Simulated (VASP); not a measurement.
```
FePt
1.0
    2.72000     0.00000     0.00000
    0.00000     2.72000     0.00000
    0.00000     0.00000     3.71000
Fe Pt
1 1
Cartesian
  0.00000   0.00000   0.00000
  1.36000   1.36000   1.85500
```
Starting moments (μB, in the order of the record's atoms Fe Pt): 3.0 0.0.

These are PBEsol GGA, VASP's PBE PAW potentials (set 64) (plane waves; VASP) values and carry that method's errors. Run with 300 eV cut-off, 8×8×6 Γ-centred mesh, Fermi-Dirac smearing of 0.10 eV, potentials Fe Pt.

At this cut-off the stress carries a Pulay error, which pulls relaxed volumes low. Unless said otherwise, spin-orbit coupling is left out, though it shifts the bands of the heavy elements here.

**Question.** Estimate the cell moment, energy per atom (σ→0), pressure, band gap (on the k-mesh) with the smallest direct gap where there is one.

**Answer.** 
| Property | Result |
|---|---|
| band gap (on the k-mesh) | none (metal, semimetal or under 0.01 eV) |
| cell moment | 3.32 μB |
| energy per atom (σ→0) | -8.156 eV/atom |
| pressure | -53.5 kbar |

**Question.** Give the moment on each site (PAW-sphere projection).

**Answer.** 
| site | moment (μB) |
|---|---|
| Fe1 | 2.93 |
| Pt2 | 0.36 |

The structure is a typed FePt crystal (P4/mmm). The cell was not relaxed at this level.
